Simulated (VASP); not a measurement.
OSZICAR of a VASP run on GaN (zinc blende):

OSZICAR:
```
       N       E                     dE             d eps       ncg     rms          rms(c)
DAV:   1     0.927496970847E+02    0.92750E+02   -0.98178E+03   947   0.249E+03
DAV:   2    -0.669351223927E+01   -0.99443E+02   -0.94108E+02  1055   0.372E+02
DAV:   3    -0.142808704958E+02   -0.75874E+01   -0.75277E+01   995   0.915E+01
DAV:   4    -0.144162647947E+02   -0.13539E+00   -0.13527E+00  1147   0.130E+01
DAV:   5    -0.144180360543E+02   -0.17713E-02   -0.17712E-02   990   0.131E+00    0.713E+00
DAV:   6    -0.126950841677E+02    0.17230E+01   -0.50882E+00  1387   0.469E+01    0.271E+00
DAV:   7    -0.126918441033E+02    0.32401E-02   -0.30416E-01   915   0.708E+00    0.175E+00
DAV:   8    -0.126813993129E+02    0.10445E-01   -0.65340E-02  1015   0.367E+00    0.729E-01
DAV:   9    -0.126770471029E+02    0.43522E-02   -0.18993E-02  1362   0.333E+00    0.179E-01
DAV:  10    -0.126773274242E+02   -0.28032E-03   -0.19028E-03  1083   0.771E-01    0.960E-02
DAV:  11    -0.126772720039E+02    0.55420E-04   -0.24942E-04  1320   0.313E-01    0.629E-03
DAV:  12    -0.126772777302E+02   -0.57263E-05   -0.27772E-05  1025   0.645E-02    0.661E-03
DAV:  13    -0.126772776450E+02    0.85156E-07   -0.73059E-07   630   0.106E-02
   1 F= -.12677278E+02 E0= -.12677278E+02  d E =-.126773E+02
       N       E                     dE             d eps       ncg     rms          rms(c)
DAV:   1    -0.128356414698E+02   -0.15836E+00   -0.20417E+00  1065   0.401E+01    0.244E+00
DAV:   2    -0.127112464429E+02    0.12440E+00   -0.21194E-01  1110   0.160E+01    0.107E+00
DAV:   3    -0.126819297152E+02    0.29317E-01   -0.32169E-02  1115   0.684E+00    0.278E-01
DAV:   4    -0.126780283608E+02    0.39014E-02   -0.48805E-03  1160   0.115E+00    0.273E-02
DAV:   5    -0.126780442122E+02   -0.15851E-04   -0.30992E-04  1154   0.237E-01    0.177E-02
DAV:   6    -0.126780408747E+02    0.33375E-05   -0.10569E-05  1043   0.352E-02    0.106E-02
DAV:   7    -0.126780401206E+02    0.75403E-06   -0.31727E-06  1070   0.355E-02
   2 F= -.12678040E+02 E0= -.12678040E+02  d E =-.762476E-03
       N       E                     dE             d eps       ncg     rms          rms(c)
DAV:   1    -0.127159562445E+02   -0.37915E-01   -0.47359E-01  1050   0.201E+01    0.113E+00
DAV:   2    -0.126887873071E+02    0.27169E-01   -0.43946E-02  1100   0.719E+00    0.514E-01
DAV:   3    -0.126819026671E+02    0.68846E-02   -0.83805E-03  1105   0.362E+00    0.120E-01
DAV:   4    -0.126810780767E+02    0.82459E-03   -0.11449E-03  1153   0.503E-01    0.114E-02
DAV:   5    -0.126810770439E+02    0.10327E-05   -0.27860E-05  1071   0.515E-02    0.964E-03
DAV:   6    -0.126810768864E+02    0.15750E-06   -0.54180E-07   596   0.108E-02
   3 F= -.12681077E+02 E0= -.12681077E+02  d E =-.379924E-02
       N       E                     dE             d eps       ncg     rms          rms(c)
DAV:   1    -0.126816128647E+02   -0.53582E-03   -0.76384E-03  1055   0.252E+00    0.146E-01
DAV:   2    -0.126811604351E+02    0.45243E-03   -0.75291E-04  1095   0.952E-01    0.656E-02
DAV:   3    -0.126810504174E+02    0.11002E-03   -0.13244E-04  1120   0.450E-01    0.159E-02
DAV:   4    -0.126810369066E+02    0.13511E-04   -0.18595E-05  1214   0.653E-02    0.111E-03
DAV:   5    -0.126810369301E+02   -0.23540E-07   -0.53337E-07   478   0.810E-03
   4 F= -.12681037E+02 E0= -.12681037E+02  d E =-.375929E-02
       N       E                     dE             d eps       ncg     rms          rms(c)
DAV:   1    -0.126812099213E+02   -0.17301E-03   -0.18905E-03  1060   0.125E+00    0.721E-02
DAV:   2    -0.126810999848E+02    0.10994E-03   -0.18243E-04  1110   0.464E-01    0.323E-02
DAV:   3    -0.126810728560E+02    0.27129E-04   -0.32297E-05  1125   0.223E-01    0.787E-03
DAV:   4    -0.126810693834E+02    0.34726E-05   -0.43155E-06   925   0.317E-02    0.533E-04
DAV:   5    -0.126810694027E+02   -0.19264E-07   -0.20800E-07   470   0.498E-03
   5 F= -.12681069E+02 E0= -.12681069E+02  d E =-.379176E-02
```

Question: Which electronic solver shows in the log?

Answer: It is blocked Davidson (ALGO = Normal, or the opening steps of other solvers). The INCAR had ALGO = Normal.

Question: Can the final energy be trusted as converged?

Answer: The calculation finished and met its thresholds. It stopped with EDIFF = 1E-6, NELM = 100, NSW = 60 and EDIFFG = -0.01 after 5 ionic steps (AM05 GGA, plane waves, VASP's PBE PAW potentials (set 64)).

The compound is GaN in the zinc blende structure, a metastable form; wurtzite is the usual one. This run relaxes it. Symmetry was kept, so distortions that lower it aren't found.
